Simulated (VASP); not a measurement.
A convergence study with VASP on MgB2 (AlB2 type): one setting is varied, all else stays as given below, so the limit is that of these other settings.

```
CELL_PARAMETERS angstrom
      1.54500    -2.67602     0.00000
      1.54500     2.67602     0.00000
      0.00000     0.00000     3.52000
ATOMIC_POSITIONS crystal
  Mg 0.00000 0.00000 0.00000
  B  0.33333 0.66667 0.50000
  B  0.66667 0.33333 0.50000
```

Method: PBE GGA, VASP's PBE PAW potentials (set 64) (plane waves; VASP). The tightest run used: 700 eV cut-off, 21×21×16 Γ-centred mesh, first-order Methfessel-Paxton smearing of 0.10 eV, potentials Mg B.

| setting | E (eV/atom) | pressure (GPa) | irreducible k-points |
|---|---|---|---|
| 1×1×1 mesh | -1.5692 | 25.62 | 1 |
| 2×2×2 mesh | -4.6473 | -1.19 | 4 |
| 3×3×2 mesh | -4.9430 | -1.25 | 6 |
| 4×4×3 mesh | -5.0633 | -1.97 | 8 |
| 5×5×4 mesh | -5.1102 | -2.00 | 15 |
| 6×6×5 mesh | -5.1027 | -1.54 | 21 |
| 7×7×5 mesh | -5.1180 | -1.88 | 24 |
| 8×8×6 mesh | -5.1046 | -1.60 | 40 |
| 9×9×7 mesh | -5.1087 | -1.66 | 48 |
| 10×10×8 mesh | -5.1078 | -1.57 | 70 |

**Question.** These are the cheaper rows. Estimate the results at 21×21×16 mesh, and how far the last row shown lies from them.

**Answer.** 
```csv
quantity,tightest run,last row shown is off by
E (eV/atom),-5.1080,0.0003
pressure (GPa),-1.74,0.17
```

Left out are rungs that failed or repeat a setting and relaxations that didn't move; long series are thinned to 24 rows.

The compound is MgB2 in the AlB2 type structure. The cell was not relaxed at this level.
